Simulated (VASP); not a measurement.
# Which magnetic order does FeCuSO take?

Wanted: the lowest of several collinear orders of FeCuSO. The start is a cell from a database of measured crystal structures.

Main program and level: VASP 6.6.1; PBE, spin-polarised, from moments of both signs; plane waves and PAW (Cu, Fe, S, O), in the first sound run; inputs show where later runs differ.

### 1. The structure

It takes space group P4/nmm (No. 129, tetragonal). The conventional cell has a = 3.822 Å, b = 3.822 Å, c = 8.645 Å, α = 90.00°, β = 90.00°, γ = 90.00°. Nearest to Cu lie 4 S at 2.34 Å. Fe has 4 O at 2.02 Å nearest. Nearest to S lie 4 Cu at 2.34 Å. O has 4 Fe at 2.02 Å nearest. Farther neighbours and most contacts between anions are not listed.

Structure file:

```xyz
8
Lattice="3.8219 0.0000 0.0000 0.0000 3.8219 0.0000 0.0000 0.0000 8.6450" Properties=species:S:1:pos:R:3 pbc="T T T"
Cu    1.9109    1.9109    4.3225
Cu    0.0000    0.0000    4.3225
Fe    0.0000    0.0000    0.0000
Fe    1.9109    1.9109    0.0000
S     0.0000    1.9109    5.6694
S     1.9109    0.0000    2.9756
O     0.0000    1.9109    0.6432
O     1.9109    0.0000    8.0018
```

### 2. Magnetic order, start order AFM 2, signs +-+-

Each run starts from other signs of the moments at the same geometry and cutoff; gentle mixing helps it keep them. Any wave vector in a name is a fraction of the reciprocal vectors of the first cell as typed.

INCAR reads:

```
SYSTEM = FeCuSO
PREC = Normal
ENCUT = 480
EDIFF = 1E-06
NELM = 150
ISMEAR = 0
SIGMA = 0.05
LREAL = .FALSE.
ALGO = Normal
GGA = PE
NBANDS = 45
ISPIN = 2
MAGMOM = 0.6 -0.6 3 -3 0 0 0 0
LASPH = .TRUE.
LMAXMIX = 4
LORBIT = 11
LWAVE = .FALSE.
LCHARG = .FALSE.
AMIX = 0.2
BMIX = 1E-04
AMIX_MAG = 0.8
BMIX_MAG = 1E-04
```

POSCAR reads:

```
FeCuSO
1.0
    3.8219000000      0.0000000000      0.0000000000
    0.0000000000      3.8219000000      0.0000000000
    0.0000000000      0.0000000000      8.6450000000
Cu Fe S O
2 2 2 2
Direct
    0.5000000000      0.5000000000      0.5000000000
    0.0000000000      0.0000000000      0.5000000000
    0.0000000000      0.0000000000      0.0000000000
    0.5000000000      0.5000000000      0.0000000000
    0.0000000000      0.5000000000      0.6558000000
    0.5000000000      0.0000000000      0.3442000000
    0.0000000000      0.5000000000      0.0744000000
    0.5000000000      0.0000000000      0.9256000000
```

KPOINTS reads:

```
Automatic mesh
0
Gamma
5 5 2
0 0 0
```

The projector-augmented-wave data sets are Cu, Fe, S and O (PBE family, release 64).

On the command line:

```sh
> mpirun -np 1 vasp_std
```

The program printed:

```text
[banner, memory and clock lines left out]
running    1 mpi-ranks, on    1 nodes
 distrk:  each k-point on    1 cores,    1 groups
 distr:  one band on    1 cores,    1 groups

 POSCAR found type information on POSCAR CuFeS O
 POSCAR found :  4 types and       8 ions
 LDA part: xc-table for (Slater+PW92), standard interpolation
 POSCAR, INCAR and KPOINTS ok, starting setup
 FFT: planning ... GRIDC
 FFT: planning ... GRID_SOFT
 FFT: planning ... GRID
 WAVECAR not read
 entering main loop
       N       E                     dE             d eps       ncg     rms          rms(c)
DAV:   1     0.619082431380E+03    0.61908E+03   -0.25287E+04  2160   0.157E+03
DAV:   2     0.552225213901E+02   -0.56386E+03   -0.52581E+03  2185   0.380E+02
DAV:   3    -0.478483659925E+02   -0.10307E+03   -0.93727E+02  2751   0.176E+02
DAV:   4    -0.556360097048E+02   -0.77876E+01   -0.76425E+01  3160   0.533E+01
DAV:   5    -0.558270720466E+02   -0.19106E+00   -0.19068E+00  3246   0.952E+00    0.319E+01
DAV:   6    -0.766783954965E+02   -0.20851E+02   -0.99504E+01  3680   0.978E+01    0.823E+01
DAV:   7    -0.462365047140E+02    0.30442E+02   -0.70818E+01  3422   0.799E+01    0.245E+01
DAV:   8    -0.454640470785E+02    0.77246E+00   -0.89268E+00  3517   0.259E+01    0.187E+01
DAV:   9    -0.462250316988E+02   -0.76098E+00   -0.75862E+00  3076   0.613E+01    0.149E+01
DAV:  10    -0.456166011766E+02    0.60843E+00   -0.18158E+00  3374   0.181E+01    0.938E+00
DAV:  11    -0.456169457388E+02   -0.34456E-03   -0.21693E+00  3552   0.156E+01    0.146E+01
DAV:  12    -0.451632010343E+02    0.45374E+00   -0.43868E+00  3524   0.162E+01    0.431E+00
DAV:  13    -0.452357225852E+02   -0.72522E-01   -0.20961E-01  3492   0.542E+00    0.430E+00
DAV:  14    -0.451736309306E+02    0.62092E-01   -0.94821E-02  3948   0.445E+00    0.240E+00
DAV:  15    -0.451606604316E+02    0.12970E-01   -0.58232E-02  3562   0.144E+00    0.102E+00
DAV:  16    -0.451676397017E+02   -0.69793E-02   -0.46927E-03  3474   0.901E-01    0.143E+00
DAV:  17    -0.451682636038E+02   -0.62390E-03   -0.38845E-04  3186   0.215E-01    0.135E+00
DAV:  18    -0.451689678808E+02   -0.70428E-03   -0.19365E-03  3518   0.763E-01    0.111E+00
DAV:  19    -0.451663342110E+02    0.26337E-02   -0.26283E-02  3466   0.129E+00    0.167E-01
DAV:  20    -0.451667824365E+02   -0.44823E-03   -0.17138E-03  3209   0.334E-01    0.237E-01
DAV:  21    -0.451666371676E+02    0.14527E-03   -0.29447E-04  3030   0.309E-01    0.791E-02
DAV:  22    -0.451666467144E+02   -0.95468E-05   -0.49061E-04  3621   0.270E-01    0.142E-01
DAV:  23    -0.451666293119E+02    0.17403E-04   -0.14952E-04  3247   0.117E-01    0.568E-02
DAV:  24    -0.451666294287E+02   -0.11684E-06   -0.23149E-05  3595   0.578E-02    0.308E-02
DAV:  25    -0.451666302719E+02   -0.84319E-06   -0.60762E-06  2838   0.263E-02
   1 F= -.45166630E+02 E0= -.45159781E+02  d E =-.136977E-01  mag=     0.0000
```

Elapsed: 2 min, on 1 MPI rank of Intel Xeon 6975P-C (Granite Rapids), shared host; peak memory 0.21 GiB.

The logs omit lines about the potential files and the build; timing stands in the text.

OUTCAR, selected parts (step 2):

```text
ion  position               nearest neighbor table
   1  0.500  0.500  0.500-   5 2.34   6 2.34   6 2.34   5 2.34   2 2.70   2 2.70   2 2.70   2 2.70

  LATTYP: Found a simple tetragonal cell.
 ALAT       =     3.8219000000
 C/A-ratio  =     2.2619639446

 Subroutine GETGRP returns: Found 16 space group operations
 (whereof  8 operations were pure point group operations)

The static configuration has the point symmetry D_2d.
 The point group associated with its full space group is D_4h.

 Found     12 irreducible k-points:

   k-points           NKPTS =     12   k-points in BZ     NKDIM =     12   number of bands    NBANDS=     45

   dimension x,y,z NGX =    20 NGY =   20 NGZ =   48
   dimension x,y,z NGXF=    40 NGYF=   40 NGZF=   96

   ENCUT  =  480.0 eV  35.28 Ry    5.94 a.u.   6.83  6.83 15.44*2*pi/ulx,y,z

   NELECT =      62.0000    total number of electrons

 k-points in reciprocal lattice and weights: Automatic mesh
   0.00000000  0.00000000  0.00000000       0.020
   0.20000000  0.00000000  0.00000000       0.080
   0.40000000  0.00000000  0.00000000       0.080
   0.20000000  0.20000000  0.00000000       0.080
   0.40000000  0.20000000  0.00000000       0.160
   0.40000000  0.40000000  0.00000000       0.080
   0.00000000  0.00000000  0.50000000       0.020
   0.20000000  0.00000000  0.50000000       0.080
   0.40000000  0.00000000  0.50000000       0.080
   0.20000000  0.20000000  0.50000000       0.080
   0.40000000  0.20000000  0.50000000       0.160
   0.40000000  0.40000000  0.50000000       0.080

 average (electrostatic) potential at core
       1 -67.3299       2 -67.3299       3 -46.9240       4 -46.9240       5 -87.7517
       6 -87.7517       7 -72.6636       8 -72.6636

 E-fermi :   3.7036

 spin component 1
 k-point     1 :       0.0000    0.0000    0.0000
  band No.  band energies     occupation
    ...
     26       2.2485      1.00000
     27       2.3547      1.00000
     28       2.3547      1.00000
     29       3.6032      0.99774
     30       3.6803      0.74482
     31       3.7381      0.16441
     32       4.2592      0.00000
     33       4.2592      0.00000
     34       4.7625      0.00000
     35       4.7625      0.00000
    ...

 k-point     2 :       0.2000    0.0000    0.0000
  band No.  band energies     occupation
    ...
     26       1.8269      1.00000
     27       2.2252      1.00000
     28       2.8699      1.00000
     29       3.4139      1.00000
     30       3.6327      0.97758
     31       3.7327      0.20520
     32       3.8297      0.00018
     33       4.1986      0.00000
     34       4.3717      0.00000
     35       4.7395      0.00000
    ...

 k-point     3 :       0.4000    0.0000    0.0000
  band No.  band energies     occupation
    ...
     26       1.5357      1.00000
     27       2.4868      1.00000
     28       3.0466      1.00000
     29       3.4344      1.00000
     30       3.4767      1.00000
     31       3.7559      0.06980
     32       3.9235      0.00000
     33       3.9721      0.00000
     34       4.2507      0.00000
     35       4.6925      0.00000
    ...

 k-point     4 :       0.2000    0.2000    0.0000
  band No.  band energies     occupation
    ...
     27       2.5875      1.00000
     28       2.6115      1.00000
     29       3.3761      1.00000
     30       3.4806      1.00000
     31       3.5171      1.00000
     32       3.7881      0.00841
     33       3.8522      0.00001
     34       4.2178      0.00000
     35       4.4538      0.00000
     36       5.5021      0.00000
    ...

 k-point     5 :       0.4000    0.2000    0.0000
  band No.  band energies     occupation
    ...
     28       2.8455      1.00000
     29       2.9421      1.00000
     30       3.0703      1.00000
     31       3.3482      1.00000
     32       3.6878      0.67272
     33       3.9617      0.00000
     34       4.1503      0.00000
     35       4.2829      0.00000
     36       5.4573      0.00000
     37       8.2577      0.00000
    ...

 k-point     6 :       0.4000    0.4000    0.0000
  band No.  band energies     occupation
    ...
     28       2.4528      1.00000
     29       2.5290      1.00000
     30       2.7530      1.00000
     31       2.9495      1.00000
     32       3.3414      1.00000
     33       4.0623      0.00000
     34       4.0719      0.00000
     35       4.1985      0.00000
     36       5.3307      0.00000
     37       8.2562      0.00000
    ...

  Total       -1.6686121     -1.6686121     -2.3989913      0.0000000     -0.0000000      0.0000000
  in kB      -21.1710464    -21.1710464    -30.4379648      0.0000000     -0.0000000      0.0000000
  external PRESSURE =     -24.2600192 kB  Pullay stress =       0.0000000 kB

  energy-cutoff  :      480.00
  volume of cell :      126.28
      direct lattice vectors                 reciprocal lattice vectors
     3.821900000  0.000000000  0.000000000     0.261649965  0.000000000  0.000000000
     0.000000000  3.821900000  0.000000000     0.000000000  0.261649965  0.000000000
     0.000000000  0.000000000  8.645000000     0.000000000  0.000000000  0.115673800

 POSITION                                       TOTAL-FORCE (eV/Angst)
 -----------------------------------------------------------------------------------
      1.91095      1.91095      4.32250        -0.000000      0.000000      0.000000
      0.00000      0.00000      4.32250        -0.000000     -0.000000      0.000000
      0.00000      0.00000      0.00000        -0.000000     -0.000000      0.000000
      1.91095      1.91095      0.00000        -0.000000     -0.000000      0.000000
      0.00000      1.91095      5.66939         0.000000      0.000000     -0.072146
      1.91095      0.00000      2.97561        -0.000000     -0.000000      0.072146
      0.00000      1.91095      0.64319        -0.000000     -0.000000     -0.313564
      1.91095      0.00000      8.00181        -0.000000     -0.000000      0.313564
 -----------------------------------------------------------------------------------
    total drift:                               -0.000000      0.000000      0.000000

  FREE ENERGIE OF THE ION-ELECTRON SYSTEM (eV)
  ---------------------------------------------------
  free  energy   TOTEN  =       -45.1666302719 eV

  energy  without entropy=      -45.1529325709  energy(sigma->0) =      -45.15978142

 total charge
# of ion       s       p       d       tot
------------------------------------------
    1        0.383   0.395   9.170   9.949
    2        0.383   0.395   9.170   9.949
    3        0.338   0.413   6.065   6.816
    4        0.338   0.413   6.065   6.816
    5        1.344   2.305   0.000   3.649
    6        1.344   2.305   0.000   3.649
    7        1.567   3.410   0.000   4.977
    8        1.567   3.410   0.000   4.977
--------------------------------------------------
tot          7.263  13.049  30.471  50.783

 magnetization (x)
# of ion       s       p       d       tot
------------------------------------------
    1       -0.001  -0.002  -0.003  -0.007
    2        0.001   0.002   0.003   0.007
    3        0.028   0.045   3.362   3.436
    4       -0.028  -0.045  -3.362  -3.436
    5        0.000   0.000   0.000   0.000
    6        0.000   0.000   0.000   0.000
    7        0.000   0.000   0.000   0.000
    8        0.000   0.000   0.000   0.000
--------------------------------------------------
tot         -0.000   0.000  -0.000  -0.000

[... 1 further part left out ...]
```

The magnetic state follows from one typed start and may not be the lowest. The k-mesh is coarse for a metal.

This step gave:

* electronic cycles: 25
* electrons: 62
* free energy (TOTEN): -45.17 eV
* energy at zero smearing: -45.16 eV
* Fermi energy: 3.704 eV
* labelled metallic, from the levels on this mesh: yes

Spin moment in the PAW sphere by atom:

```csv
atom,spin moment in the PAW sphere (μB)
Cu1,-0.01
Cu2,0.01
Fe3,3.44
Fe4,-3.44
S5,0.00
S6,0.00
O7,0.00
O8,0.00
```

Force by atom:

```csv
atom,x (eV/Å),y (eV/Å),z (eV/Å),size
Cu1,0.000,0.000,0.000,0.000
Cu2,0.000,0.000,0.000,0.000
Fe3,0.000,0.000,0.000,0.000
Fe4,0.000,0.000,0.000,0.000
S5,0.000,0.000,-0.072,0.072
S6,0.000,0.000,0.072,0.072
O7,0.000,0.000,-0.314,0.314
O8,0.000,0.000,0.314,0.314
```

The largest moment at the end is 3.44 μB, and the moments of the cell sum to 0.00 μB.

### 3. Magnetic order, start order ferri 3, signs ++--

Edit INCAR of step 2 so:

```diff
@@ -12,3 +12,3 @@
 ISPIN = 2
-MAGMOM = 0.6 -0.6 3 -3 0 0 0 0
+MAGMOM = 0.6 0.6 -3 -3 0 0 0 0
 LASPH = .TRUE.
```

POSCAR is that of step 2.

KPOINTS is that of step 2.

On the command line:

```sh
> mpirun -np 1 vasp_std
```

The program printed:

```text
[... set-up lines as in an earlier step ...]
 entering main loop
       N       E                     dE             d eps       ncg     rms          rms(c)
DAV:   1     0.618951992252E+03    0.61895E+03   -0.25152E+04  2160   0.156E+03
DAV:   2     0.549246352012E+02   -0.56403E+03   -0.52607E+03  2200   0.380E+02
DAV:   3    -0.471050137227E+02   -0.10203E+03   -0.93675E+02  2705   0.175E+02
DAV:   4    -0.548096083276E+02   -0.77046E+01   -0.75753E+01  3091   0.525E+01
DAV:   5    -0.550331180147E+02   -0.22351E+00   -0.22309E+00  3238   0.100E+01    0.308E+01
DAV:   6    -0.654306990996E+02   -0.10398E+02   -0.13084E+02  3531   0.805E+01    0.777E+01
DAV:   7    -0.466843954616E+02    0.18746E+02   -0.43369E+01  3554   0.765E+01    0.229E+01
DAV:   8    -0.455708477609E+02    0.11135E+01   -0.69136E+00  3503   0.222E+01    0.195E+01
DAV:   9    -0.454827602609E+02    0.88087E-01   -0.14193E+00  3055   0.211E+01    0.149E+01
DAV:  10    -0.460899544492E+02   -0.60719E+00   -0.65917E+00  3756   0.310E+01    0.223E+01
DAV:  11    -0.458506197877E+02    0.23933E+00   -0.12753E+00  3318   0.134E+01    0.118E+01
DAV:  12    -0.453669101854E+02    0.48371E+00   -0.23658E+00  3292   0.170E+01    0.563E+00
DAV:  13    -0.453797549014E+02   -0.12845E-01   -0.22326E-01  3409   0.484E+00    0.483E+00
DAV:  14    -0.453945613645E+02   -0.14806E-01   -0.90217E-02  3787   0.437E+00    0.230E+00
DAV:  15    -0.453927709639E+02    0.17904E-02   -0.25173E-02  3443   0.149E+00    0.139E+00
DAV:  16    -0.453928741438E+02   -0.10318E-03   -0.40917E-03  3616   0.675E-01    0.968E-01
DAV:  17    -0.453911121513E+02    0.17620E-02   -0.20968E-03  3649   0.819E-01    0.486E-01
DAV:  18    -0.453903252370E+02    0.78691E-03   -0.36295E-03  3823   0.618E-01    0.173E-01
DAV:  19    -0.453905092181E+02   -0.18398E-03   -0.66071E-04  3337   0.215E-01    0.182E-01
DAV:  20    -0.453904446518E+02    0.64566E-04   -0.43850E-04  3786   0.218E-01    0.633E-02
DAV:  21    -0.453904491747E+02   -0.45229E-05   -0.51170E-05  3337   0.740E-02    0.572E-02
DAV:  22    -0.453904508257E+02   -0.16509E-05   -0.19808E-05  3274   0.478E-02    0.468E-02
DAV:  23    -0.453904509057E+02   -0.80071E-07   -0.11355E-05  3272   0.538E-02    0.246E-02
DAV:  24    -0.453904502793E+02    0.62640E-06   -0.80548E-06  2927   0.309E-02
   1 F= -.45390450E+02 E0= -.45386596E+02  d E =-.770762E-02  mag=    -8.7538
```

Wall time 2 min (1 MPI rank); peak memory 0.22 GiB.

From OUTCAR (step 3):

```text
 Found     12 irreducible k-points:

   NELECT =      62.0000    total number of electrons

 E-fermi :   3.5842

 spin component 1
 k-point     1 :       0.0000    0.0000    0.0000
  band No.  band energies     occupation
    ...
     20       1.7915      1.00000
     21       1.8164      1.00000
     22       2.2255      1.00000
     23       2.3294      1.00000
     24       2.3294      1.00000
     25       3.7465      0.00000
     26       3.9143      0.00000
     27       4.2509      0.00000
     28       4.2509      0.00000
     29       4.2548      0.00000
    ...

 k-point     2 :       0.2000    0.0000    0.0000
  band No.  band energies     occupation
    ...
     22       1.8050      1.00000
     23       2.1147      1.00000
     24       2.8431      1.00000
     25       3.5141      0.97635
     26       3.5664      0.69277
     27       3.7933      0.00000
     28       3.9058      0.00000
     29       4.1978      0.00000
     30       4.2087      0.00000
     31       4.3501      0.00000
    ...

 k-point     3 :       0.4000    0.0000    0.0000
  band No.  band energies     occupation
    ...
     22       1.4674      1.00000
     23       2.8224      1.00000
     24       2.9950      1.00000
     25       3.0936      1.00000
     26       3.3860      1.00000
     27       3.6877      0.00170
     28       3.7512      0.00000
     29       3.9701      0.00000
     30       4.0238      0.00000
     31       4.2390      0.00000
    ...

 k-point     4 :       0.2000    0.2000    0.0000
  band No.  band energies     occupation
    ...
     23       2.4360      1.00000
     24       2.5517      1.00000
     25       3.4066      1.00000
     26       3.4391      0.99998
     27       3.5162      0.97269
     28       3.7800      0.00000
     29       3.8926      0.00000
     30       4.1704      0.00000
     31       4.2112      0.00000
     32       4.2288      0.00000
    ...

  Total       -0.5209503     -0.5209503     -2.4235385      0.0000000      0.0000000      0.0000000
  in kB       -6.6097224     -6.6097224    -30.7494164      0.0000000      0.0000000      0.0000000
  external PRESSURE =     -14.6562870 kB  Pullay stress =       0.0000000 kB

 POSITION                                       TOTAL-FORCE (eV/Angst)
 -----------------------------------------------------------------------------------
      1.91095      1.91095      4.32250         0.000000      0.000000     -0.000000
      0.00000      0.00000      4.32250        -0.000000      0.000000     -0.000000
      0.00000      0.00000      0.00000        -0.000000      0.000000     -0.000000
      1.91095      1.91095      0.00000         0.000000      0.000000     -0.000000
      0.00000      1.91095      5.66939        -0.000000      0.000000      0.043898
      1.91095      0.00000      2.97561         0.000000      0.000000     -0.043898
      0.00000      1.91095      0.64319        -0.000000      0.000000     -0.236372
      1.91095      0.00000      8.00181        -0.000000     -0.000000      0.236372
 -----------------------------------------------------------------------------------
    total drift:                               -0.000000      0.000000      0.000000

  FREE ENERGIE OF THE ION-ELECTRON SYSTEM (eV)
  ---------------------------------------------------
  free  energy   TOTEN  =       -45.3904502793 eV

  energy  without entropy=      -45.3827426614  energy(sigma->0) =      -45.38659647

 total charge
# of ion       s       p       d       tot
------------------------------------------
    1        0.383   0.394   9.172   9.949
    2        0.383   0.394   9.172   9.949
    3        0.333   0.419   6.047   6.798
    4        0.333   0.419   6.047   6.798
    5        1.343   2.306   0.000   3.649
    6        1.343   2.306   0.000   3.649
    7        1.567   3.418   0.000   4.986
    8        1.567   3.418   0.000   4.986
--------------------------------------------------
tot          7.253  13.073  30.438  50.764

 magnetization (x)
# of ion       s       p       d       tot
------------------------------------------
    1        0.000  -0.008  -0.073  -0.081
    2        0.000  -0.008  -0.073  -0.081
    3       -0.035  -0.030  -3.592  -3.657
    4       -0.035  -0.030  -3.592  -3.657
    5       -0.003  -0.085   0.000  -0.087
    6       -0.003  -0.085   0.000  -0.087
    7       -0.022  -0.341   0.000  -0.363
    8       -0.022  -0.341   0.000  -0.363
--------------------------------------------------
tot         -0.119  -0.928  -7.330  -8.377

[... 9 parts as in an earlier step ...]

[... 9 further parts left out ...]
```

Numbers from this step:

```yaml
electronic_cycles: 24
free_energy_toten: -45.39 eV
energy_at_zero_smearing: -45.39 eV
fermi_energy: 3.584 eV
moment_of_the_cell_from_the_last_line_of_the_log: -8.754 μB
```

Spin moment in the PAW sphere by atom:

```csv
atom,spin moment in the PAW sphere (μB)
Cu1,-0.08
Cu2,-0.08
Fe3,-3.66
Fe4,-3.66
S5,-0.09
S6,-0.09
O7,-0.36
O8,-0.36
```

Force by atom:

```csv
atom,x (eV/Å),y (eV/Å),z (eV/Å),size
Cu1,0.000,0.000,0.000,0.000
Cu2,0.000,0.000,0.000,0.000
Fe3,0.000,0.000,0.000,0.000
Fe4,0.000,0.000,0.000,0.000
S5,0.000,0.000,0.044,0.044
S6,0.000,0.000,-0.044,0.044
O7,0.000,0.000,-0.236,0.236
O8,0.000,0.000,0.236,0.236
```

The largest moment at the end is 3.66 μB, and the moments of the cell sum to -8.75 μB.

(Continued in part 2 of 2.)

[Lines on the potential files, build, host, timing and source positions are cut from VASP's logs without a mark.]

[Logs are printed without paths, hosts, clocks, repeated set-up lines and the standing remarks that a program may print on its own settings, such as how far it seeks lower states.]

[Hosts, paths, dates, database ids (printed as entryN), source tags and the programs' standing remarks are cut or masked in the printed files.]

[In band tables of VASP the shares of atoms and orbitals are scaled to a sum of 1 inside the atoms' spheres.]

[Runs that stopped without an error message from VASP are left out.]
